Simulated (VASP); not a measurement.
Input:

```yaml
crystal:
  lattice:
    - [0.00000, 2.95831, 2.95831]
    - [2.95831, 0.00000, 2.95831]
    - [2.95831, 2.95831, 0.00000]
  atoms:
    - { symbol: Ta, position: [0.00000, 0.00000, 0.00000] }
    - { symbol: Al, position: [0.25000, 0.25000, 0.25000] }
```

Method: PBEsol GGA, VASP's PBE PAW potentials (set 64) (plane waves; VASP). Run with 400 eV cut-off, 12×12×12 Γ-centred mesh, tetrahedra with Blöchl corrections, potentials Ta_pv Al.

Unless said otherwise, spin-orbit coupling is left out, though it shifts the bands of the heavy elements here.

Question: Estimate the energy per atom (σ→0), band gap (on the k-mesh) with the smallest direct gap where there is one.

Answer: 
```
Property                                                    Result
------------------------  ----------------------------------------
band gap (on the k-mesh)  none (metal, semimetal or under 0.01 eV)
energy per atom (σ→0)                               -6.146 eV/atom
```

The absolute energy has meaning only against runs of the same code, potentials and settings.

The structure was generated: TaAl was put into the zinc blende type (F-43m), which need not be its known phase. It was relaxed first, which changed the volume by -32 %.
